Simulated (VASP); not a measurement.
Given:

```
Ru
1.0
    1.38210    -2.39387     0.00000
    1.38210     2.39387     0.00000
    0.00000     0.00000     4.36560
Ru
2
Direct
  0.33333   0.66667   0.25000
  0.66667   0.33333   0.75000
```

All values below come from PBE GGA, VASP's PBE PAW potentials (set 64) (plane waves; VASP). Numerical set-up: 400 eV cut-off, 14×14×8 Γ-centred mesh, Gaussian smearing of 0.20 eV, potentials Ru_pv.

Q: Give the stress tensor in GPa (positive for a compressed cell).

A: 
```
-13.67    0.00    0.00
  0.00  -13.67    0.00
  0.00    0.00  -15.08
```
The pressure is its mean diagonal, -14.14 GPa.

The compound is Ru in the hcp structure. The cell was not relaxed at this level. The run is one of a series of settings (ISMEAR = 0, SIGMA = 0.2 against the base run), some of them coarse on purpose.
